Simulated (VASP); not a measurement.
Runs of VASP 6.6.1 on Ni. The structure is cubic, space group Fm-3m (No. 225). The conventional cell has a = 3.515 Å, b = 3.515 Å, c = 3.515 Å, α = 90.00°, β = 90.00°, γ = 90.00°. Around Ni (site symmetry m-3m) lie 12 Ni at 2.49 Å. 

| task | cell | gap on the mesh (eV) | pressure (GPa) | moment (μB) |
| --- | --- | --- | --- | --- |
| single point | as given | none | 0.0 | 0.63 |
| single point | a relaxed cell with its volume scaled by 1.03 | none | -5.4 | 0.63 |
| single point | a relaxed cell with its volume scaled by 1.06 | none | (b) | 0.64 |
| single point | a relaxed cell with its volume scaled by 1.09 | none | -13.8 | 0.64 |
| single point | a relaxed cell with its volume scaled by 0.91 | none | 23.6 | 0.62 |
| single point | a relaxed cell with its volume scaled by 0.94 | none | (a) | 0.62 |
| relaxation of cell and atoms | relaxed | none | 0.0 | 0.63 |
| single point | a relaxed cell with its volume scaled by 0.97 | none | 6.5 | 0.62 |

Alike in all rows: level PBE; potentials or basis VASP PAW PBE potentials, release 64 (Ni); spin collinear, ferromagnetic start; k mesh 20 × 20 × 20; cutoff (eV) 350; smearing gaussian 0.1 eV.

Q: Estimate the missing entries.

A: (a) 14.3; (b) -10.0.

Caveats: so large a pressure means that the cell lies far from this level's equilibrium, or that cutoff or potentials fall short (some runs).

A gap of «none» marks a metal or a gap under the smearing width.
